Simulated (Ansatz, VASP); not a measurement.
# Cross-check of Al between VASP and Ansatz

One calculation is typed for both programs; each brings its own data sets. How far apart do they land? The cell is taken from a series of runs on this material, whose earlier steps may have relaxed, scaled, displaced or heated it; both programs get it as it stands.

Main program and level: Ansatz 0.2.0; plane waves, with VASP 6.6.1 beside it; PBEsol.

## 1. The structure

The cell holds 3 atoms: 3 Al. Its edges and angles: a = 2.721 Å, b = 2.721 Å, c = 31.880 Å, α = 90.0°, β = 90.0°, γ = 90.0°. It derives from Al. Vacuum lies along c.

## 2. VASP: zone-centre phonons, PBEsol

Second derivatives magnify differences that forces hide, and they need a tight electronic threshold.

Lines of VASP's logs that name or quote its potential files are left out, and so is its time.

Input file INCAR:

```
SYSTEM = Al
PREC = Accurate
ENCUT = 500
EDIFF = 1E-08
NELM = 120
ISMEAR = 1
SIGMA = 0.2
LREAL = .FALSE.
ALGO = Normal
GGA = PS
NBANDS = 10
LORBIT = 11
LWAVE = .FALSE.
LCHARG = .FALSE.
ISIF = 2
IBRION = 8
LASPH = .TRUE.
GGA_COMPAT = .FALSE.
NELMDL = -8
KPAR = 2
```

Input file POSCAR:

```
Al
1.0
    1.9238061815      1.9238061815      0.0000000000
   -1.9238061815      1.9238061815      0.0000000000
    0.0000000000      0.0000000000     31.8800272000
Al
3
Direct
    0.0000000000      0.0000000000      0.1992423379
    0.5000000000      0.5000000000      0.2672519678
    0.0000000000      0.0000000000      0.3352615976
```

Input file KPOINTS:

```
Automatic mesh
0
Gamma
16 16 1
0 0 0
```

Potentials, in the order of the species: Al (PBE family, release 64).

Started as:

```sh
$ mpirun -np 2 vasp_std
```

Numbers of over 12 decimals in the logs are rounded to 6 here.

What it wrote:

```text
[banner, memory and clock lines left out]
running    2 mpi-ranks, on    1 nodes
 distrk:  each k-point on    1 cores,    2 groups
 distr:  one band on    1 cores,    1 groups

 POSCAR found type information on POSCAR Al
 POSCAR found :  1 types and       3 ions
|                                                                             |
|               ----> ADVICE to this user running VASP <----                  |
|                                                                             |
|     You enforced a specific xc type in the INCAR file but a different       |
|     [... a line on the potential file left out ...]
|     I HOPE YOU KNOW WHAT YOU ARE DOING!                                     |
|                                                                             |

 LDA part: xc-table for (Slater+PW92), standard interpolation
 POSCAR, INCAR and KPOINTS ok, starting setup
 FFT: planning ... GRIDC
 FFT: planning ... GRID_SOFT
 FFT: planning ... GRID
 WAVECAR not read
 entering main loop
       N       E                     dE             d eps       ncg     rms          rms(c)
DAV:   1     0.296548185105E+02    0.29655E+02   -0.26922E+03   900   0.540E+02
DAV:   2    -0.108980304697E+02   -0.40553E+02   -0.36406E+02  1458   0.892E+01
DAV:   3    -0.117398225199E+02   -0.84179E+00   -0.82818E+00  1176   0.158E+01
DAV:   4    -0.117633108743E+02   -0.23488E-01   -0.23471E-01  1356   0.329E+00
DAV:   5    -0.117642822609E+02   -0.97139E-03   -0.97136E-03  1326   0.572E-01
DAV:   6    -0.117643451692E+02   -0.62908E-04   -0.62907E-04  1422   0.127E-01
DAV:   7    -0.117643487193E+02   -0.35501E-05   -0.35500E-05  1426   0.245E-02
DAV:   8    -0.117643490329E+02   -0.31356E-06   -0.31364E-06  1468   0.552E-03    0.264E+00
DAV:   9    -0.113189567302E+02    0.44539E+00   -0.15631E+00   962   0.425E+00    0.143E+00
DAV:  10    -0.112575060882E+02    0.61451E-01   -0.11252E-01  1070   0.150E+00    0.589E-01
DAV:  11    -0.112393652338E+02    0.18141E-01   -0.25202E-02  1184   0.684E-01    0.208E-01
DAV:  12    -0.112370454694E+02    0.23198E-02   -0.34391E-03  1116   0.295E-01    0.966E-02
DAV:  13    -0.112369782263E+02    0.67243E-04   -0.12564E-03  1046   0.157E-01    0.360E-02
DAV:  14    -0.112372636724E+02   -0.28545E-03   -0.61022E-04  1068   0.898E-02    0.288E-02
[...]
DAV:  21    -0.112392048399E+02   -0.91776E-05   -0.44559E-07  1042   0.190E-03    0.233E-04
DAV:  22    -0.112392102638E+02   -0.54239E-05   -0.18068E-07   940   0.103E-03    0.481E-04
DAV:  23    -0.112392127592E+02   -0.24954E-05   -0.50292E-08  1026   0.696E-04    0.174E-04
DAV:  24    -0.112392131297E+02   -0.37046E-06   -0.21172E-09   840   0.197E-04    0.138E-04
DAV:  25    -0.112392133499E+02   -0.22023E-06   -0.17610E-09   768   0.127E-04    0.318E-05
DAV:  26    -0.112392133716E+02   -0.21735E-07   -0.58791E-11   888   0.408E-05    0.119E-05
DAV:  27    -0.112392133845E+02   -0.12843E-07   -0.57334E-11   754   0.284E-05    0.373E-06
DAV:  28    -0.112392133851E+02   -0.65870E-09    0.11725E-11   724   0.117E-05
   1 F= -.11239213E+02 E0= -.11238866E+02  d E =-.104361E-02
 Linear response reoptimize wavefunctions to high precision
DAV:   1    -0.112392133857E+02   -0.51733E-09    0.15401E-11   784   0.844E-06
DAV:   2    -0.112392133856E+02    0.90949E-11    0.17403E-11   780   0.417E-06
 Linear response DOF=           4
 Linear response progress:
  Degree of freedom:   1/  4
       N       E                     dE             d eps       ncg     rms          rms(c)
RMM:   1    -0.363632307225E-02   -0.36363E-02   -0.30011E-03  2781   0.310E-01
RMM:   2    -0.352453801756E-02    0.11179E-03   -0.13046E-04  2300   0.802E-02    0.362E-02
RMM:   3    -0.349193397756E-02    0.32604E-04   -0.11094E-05  2356   0.230E-02    0.220E-02
RMM:   4    -0.349091252568E-02    0.10215E-05   -0.68138E-06  2412   0.156E-02    0.154E-03
RMM:   5    -0.349294529450E-02   -0.20328E-05   -0.32558E-07  2589   0.392E-03    0.841E-04
RMM:   6    -0.349370001301E-02   -0.75472E-06   -0.25676E-08  2553   0.102E-03    0.264E-04
RMM:   7    -0.349378436125E-02   -0.84348E-07   -0.49363E-09  2754   0.342E-04    0.168E-04
RMM:   8    -0.349379900377E-02   -0.14643E-07   -0.35378E-10  2641   0.128E-04    0.738E-05
RMM:   9    -0.349376845475E-02    0.30549E-07   -0.39794E-10  2654   0.666E-05    0.120E-05
RMM:  10    -0.349375630923E-02    0.12146E-07   -0.23932E-10  2777   0.258E-05    0.738E-06
RMM:  11    -0.349374559253E-02    0.10717E-07   -0.43927E-10  2585   0.168E-05    0.503E-07
RMM:  12    -0.349374442295E-02    0.11696E-08   -0.27314E-10  2495   0.109E-05    0.289E-07
 first order change of Fermi-energy   0.19374E-03
 force on displaced ion       1 direction 1 :  -0.604   0.000   0.001
 Linear response progress:
  Degree of freedom:   2/  4
       N       E                     dE             d eps       ncg     rms          rms(c)
RMM:   1    -0.199625763131E-01   -0.19963E-01    0.29109E-02  2111   0.679E-01
RMM:   2    -0.191185798174E-01    0.84400E-03   -0.86887E-04  1446   0.191E-01    0.457E-02
RMM:   3    -0.191616397169E-01   -0.43060E-04   -0.30238E-04  1582   0.774E-02    0.190E-02
RMM:   4    -0.191677673041E-01   -0.61276E-05   -0.29309E-05  1634   0.266E-02    0.113E-02
RMM:   5    -0.191720368529E-01   -0.42695E-05   -0.41835E-06  1637   0.102E-02    0.736E-03
RMM:   6    -0.191725994045E-01   -0.56255E-06   -0.11253E-06  1628   0.504E-03    0.272E-03
RMM:   7    -0.191700835396E-01    0.25159E-05   -0.27847E-07  1600   0.252E-03    0.683E-04
RMM:   8    -0.191703898880E-01   -0.30635E-06   -0.34280E-08  1673   0.879E-04    0.423E-04
RMM:   9    -0.191728934971E-01   -0.25036E-05   -0.49735E-08  1677   0.705E-04    0.206E-04
RMM:  10    -0.191733296382E-01   -0.43614E-06   -0.48143E-09  1723   0.215E-04    0.141E-04
RMM:  11    -0.191751425402E-01   -0.18129E-05   -0.95923E-08  1656   0.673E-04    0.751E-05
RMM:  12    -0.191753231860E-01   -0.18065E-06   -0.14123E-08  1749   0.257E-04    0.406E-05
RMM:  13    -0.191754045636E-01   -0.81378E-07   -0.10136E-08  1686   0.197E-04    0.292E-05
RMM:  14    -0.191754254354E-01   -0.20872E-07   -0.39094E-09  1732   0.119E-04    0.135E-05
RMM:  15    -0.191754532344E-01   -0.27799E-07   -0.23622E-09  1732   0.740E-05    0.729E-06
RMM:  16    -0.191754364680E-01    0.16766E-07    0.28017E-10  1716   0.488E-05    0.441E-06
RMM:  17    -0.191754366241E-01   -0.15610E-09   -0.74309E-11  1739   0.265E-05    0.196E-06
 first order change of Fermi-energy  -0.45024E+00
 force on displaced ion       1 direction 3 :  -0.000   0.000  -2.538
 Linear response progress:
  Degree of freedom:   3/  4
       N       E                     dE             d eps       ncg     rms          rms(c)
RMM:   1    -0.398655003471E-02   -0.39866E-02   -0.30136E-03  2796   0.323E-01
RMM:   2    -0.380622672355E-02    0.18032E-03   -0.80428E-05  2322   0.586E-02    0.331E-02
RMM:   3    -0.381168709566E-02   -0.54604E-05   -0.67745E-06  2330   0.162E-02    0.205E-02
RMM:   4    -0.385314751979E-02   -0.41460E-04   -0.38993E-06  2403   0.127E-02    0.128E-03
RMM:   5    -0.385370678781E-02   -0.55927E-06   -0.17487E-07  2549   0.280E-03    0.618E-04
RMM:   6    -0.385286766258E-02    0.83913E-06   -0.20662E-08  2499   0.843E-04    0.173E-04
RMM:   7    -0.385271584936E-02    0.15181E-06   -0.23797E-09  2599   0.290E-04    0.872E-05
RMM:   8    -0.385287590616E-02   -0.16006E-06   -0.69919E-10  2518   0.105E-04    0.235E-05
RMM:   9    -0.385287410447E-02    0.18017E-08   -0.19727E-10  2654   0.361E-05    0.878E-06
 first order change of Fermi-energy  -0.12686E-03
 force on displaced ion       2 direction 1 :  -1.572   0.000   0.000
 Linear response progress:
  Degree of freedom:   4/  4
       N       E                     dE             d eps       ncg     rms          rms(c)
RMM:   1    -0.201780366478E-01   -0.20178E-01    0.12536E-01  1759   0.836E-01
RMM:   2    -0.199052283987E-01    0.27281E-03   -0.11588E-03  1434   0.208E-01    0.520E-02
RMM:   3    -0.198957503466E-01    0.94781E-05   -0.48415E-04  1650   0.917E-02    0.352E-02
RMM:   4    -0.197486691913E-01    0.14708E-03   -0.35854E-05  1646   0.282E-02    0.180E-02
RMM:   5    -0.197665884045E-01   -0.17919E-04   -0.24210E-05  1526   0.184E-02    0.701E-03
RMM:   6    -0.197666195224E-01   -0.31118E-07   -0.10340E-06  1567   0.635E-03    0.127E-03
RMM:   7    -0.197663689234E-01    0.25060E-06   -0.82169E-08  1651   0.172E-03    0.578E-04
RMM:   8    -0.197662314600E-01    0.13746E-06   -0.19587E-08  1613   0.553E-04    0.186E-04
RMM:   9    -0.197663540315E-01   -0.12257E-06   -0.14147E-08  1694   0.338E-04    0.930E-05
RMM:  10    -0.197664254786E-01   -0.71447E-07   -0.17994E-08  1683   0.284E-04    0.539E-05
RMM:  11    -0.197664387561E-01   -0.13278E-07   -0.27141E-08  1659   0.301E-04    0.309E-05
RMM:  12    -0.197663856372E-01    0.53119E-07   -0.32335E-09  1755   0.105E-04    0.109E-05
RMM:  13    -0.197664013059E-01   -0.15669E-07   -0.17110E-09  1743   0.381E-05    0.862E-06
RMM:  14    -0.197664025839E-01   -0.12780E-08   -0.39855E-10  1651   0.331E-05    0.291E-06
 first order change of Fermi-energy  -0.20666E-05
 force on displaced ion       2 direction 3 :  -0.000  -0.000  -5.050
 Linear response finished
```

Parts of OUTCAR (step 2):

```text
ion  position               nearest neighbor table
   1  0.000  0.000  0.199-   2 2.90   2 2.90   2 2.90   2 2.90
   2  0.500  0.500  0.267-   3 2.90   3 2.90   3 2.90   3 2.90   1 2.90   1 2.90   1 2.90   1 2.90

  LATTYP: Found a simple tetragonal cell.
 ALAT       =     2.7206727933
 C/A-ratio  =    11.7176998568

 Subroutine GETGRP returns: Found 16 space group operations
 (whereof  8 operations were pure point group operations)

The static configuration has the point symmetry C_4v.
 The point group associated with its full space group is D_4h.

 Found     45 irreducible k-points:

   k-points           NKPTS =     45   k-points in BZ     NKDIM =     45   number of bands    NBANDS=     10

   dimension x,y,z NGX =    20 NGY =   20 NGZ =  240
   dimension x,y,z NGXF=    40 NGYF=   40 NGZF=  480

   ENCUT  =  500.0 eV  36.75 Ry    6.06 a.u.   4.96  4.96 58.12*2*pi/ulx,y,z

   NELECT =       9.0000    total number of electrons

 k-points in reciprocal lattice and weights: Automatic mesh
   0.00000000  0.00000000  0.00000000       0.004
   0.06250000  0.00000000  0.00000000       0.016
   0.12500000  0.00000000  0.00000000       0.016
   0.18750000  0.00000000  0.00000000       0.016
   0.25000000  0.00000000  0.00000000       0.016
   0.31250000  0.00000000  0.00000000       0.016
   0.37500000  0.00000000  0.00000000       0.016
   0.43750000  0.00000000  0.00000000       0.016
   0.50000000  0.00000000  0.00000000       0.008
[...]
0.50000000  0.43750000  0.00000000       0.016
   0.50000000  0.50000000  0.00000000       0.004

 average (electrostatic) potential at core
       1 -81.8706       2 -81.9350       3 -81.8706

  Total        0.0307086      0.0307086      0.0132530      0.0000000     -0.0000000      0.0000000
  in kB        0.2084971      0.2084971      0.0899815      0.0000000     -0.0000000      0.0000000
  external PRESSURE =       0.1689919 kB  Pullay stress =       0.0000000 kB

  energy-cutoff  :      500.00
  volume of cell :      235.98
      direct lattice vectors                 reciprocal lattice vectors
     1.923806182  1.923806182  0.000000000     0.259901442  0.259901442  0.000000000
    -1.923806182  1.923806182  0.000000000    -0.259901442  0.259901442  0.000000000
     0.000000000  0.000000000 31.880027200     0.000000000  0.000000000  0.031367602

 POSITION                                       TOTAL-FORCE (eV/Angst)
 -----------------------------------------------------------------------------------
      0.00000      0.00000      6.35185         0.000000      0.000000     -0.003536
      0.00000      1.92381      8.52000        -0.000000      0.000000     -0.000000
      0.00000      0.00000     10.68815         0.000000     -0.000000      0.003536
 -----------------------------------------------------------------------------------
    total drift:                                0.000000     -0.000000     -0.000001

 Eigenvectors and eigenvalues of the dynamical matrix
 ----------------------------------------------------

   1 f  =    8.283124 THz    52.044404 2PiTHz  276.295282 cm-1    34.256234 meV
             X         Y         Z           dx          dy          dz
      0.000000  0.000000  6.351851    -0.000000    0.000000    0.408253
      0.000000  1.923806  8.520000     0.000000   -0.000000   -0.816492
      0.000000  0.000000 10.688149    -0.000000    0.000000    0.408253

   2 f  =    4.808018 THz    30.209670 2PiTHz  160.378226 cm-1    19.884357 meV
             X         Y         Z           dx          dy          dz
      0.000000  0.000000  6.351851    -0.000000    0.000000    0.707107
      0.000000  1.923806  8.520000     0.000000   -0.000000    0.000000
      0.000000  0.000000 10.688149    -0.000000   -0.000000   -0.707107

   3 f  =    4.621924 THz    29.040402 2PiTHz  154.170776 cm-1    19.114731 meV
             X         Y         Z           dx          dy          dz
      0.000000  0.000000  6.351851    -0.358426   -0.195409    0.000000
      0.000000  1.923806  8.520000     0.716893    0.390840    0.000000
      0.000000  0.000000 10.688149    -0.358426   -0.195409    0.000000

   4 f  =    4.621924 THz    29.040402 2PiTHz  154.170776 cm-1    19.114731 meV
             X         Y         Z           dx          dy          dz
      0.000000  0.000000  6.351851     0.195409   -0.358426   -0.000000
      0.000000  1.923806  8.520000    -0.390840    0.716893   -0.000000
      0.000000  0.000000 10.688149     0.195409   -0.358426   -0.000000

   5 f  =    1.952919 THz    12.270550 2PiTHz   65.142356 cm-1     8.076619 meV
             X         Y         Z           dx          dy          dz
      0.000000  0.000000  6.351851    -0.696572    0.121602   -0.000000
      0.000000  1.923806  8.520000     0.000000   -0.000000   -0.000000
      0.000000  0.000000 10.688149     0.696572   -0.121602   -0.000000

   6 f  =    1.952919 THz    12.270550 2PiTHz   65.142356 cm-1     8.076619 meV
             X         Y         Z           dx          dy          dz
      0.000000  0.000000  6.351851    -0.121602   -0.696572   -0.000000
      0.000000  1.923806  8.520000    -0.000000   -0.000000   -0.000000
      0.000000  0.000000 10.688149     0.121602    0.696572   -0.000000

   7 f/i=    0.000066 THz     0.000413 2PiTHz    0.002191 cm-1     0.000272 meV
             X         Y         Z           dx          dy          dz
      0.000000  0.000000  6.351851     0.000000    0.000000   -0.577347
      0.000000  1.923806  8.520000     0.000000    0.000000   -0.577357
      0.000000  0.000000 10.688149     0.000000    0.000000   -0.577347

   8 f/i=    0.000123 THz     0.000774 2PiTHz    0.004108 cm-1     0.000509 meV
             X         Y         Z           dx          dy          dz
      0.000000  0.000000  6.351851     0.481960    0.317901    0.000000
      0.000000  1.923806  8.520000     0.481932    0.317883    0.000000
      0.000000  0.000000 10.688149     0.481960    0.317901    0.000000

   9 f/i=    0.000123 THz     0.000774 2PiTHz    0.004108 cm-1     0.000509 meV
             X         Y         Z           dx          dy          dz
      0.000000  0.000000  6.351851    -0.317901    0.481960    0.000000
      0.000000  1.923806  8.520000    -0.317883    0.481932    0.000000
      0.000000  0.000000 10.688149    -0.317901    0.481960    0.000000

 ELASTIC MODULI CONTR FROM IONIC RELAXATION (kBar)
 Direction    XX          YY          ZZ          XY          YZ          ZX
 --------------------------------------------------------------------------------
 XX         -22.8378    -22.8378    -60.9607      0.0000     -0.0000      0.0000
 YY         -22.8378    -22.8378    -60.9607      0.0000     -0.0000      0.0000
 ZZ         -60.9607    -60.9607   -162.7215      0.0000     -0.0000      0.0000
 XY           0.0000      0.0000      0.0000      0.0000      0.0000      0.0000
 YZ          -0.0000     -0.0000     -0.0000      0.0000     -8.7348     -0.0000
 ZX           0.0000      0.0000      0.0000      0.0000     -0.0000    -25.9168
 --------------------------------------------------------------------------------
```

This run has no spin polarisation. Its electron count is odd, so without a moment it is a metal by construction.

[end of part 1 of 2]

[Lines on the potential files, build, host, timing and source positions are cut from VASP's logs without a mark.]

[Logs are printed without paths, hosts, clocks, repeated set-up lines and the standing remarks that a program may print on its own settings, such as how far it seeks lower states.]

[Hosts, paths, dates, database ids (printed as entryN), source tags and the programs' standing remarks are cut or masked in the printed files.]
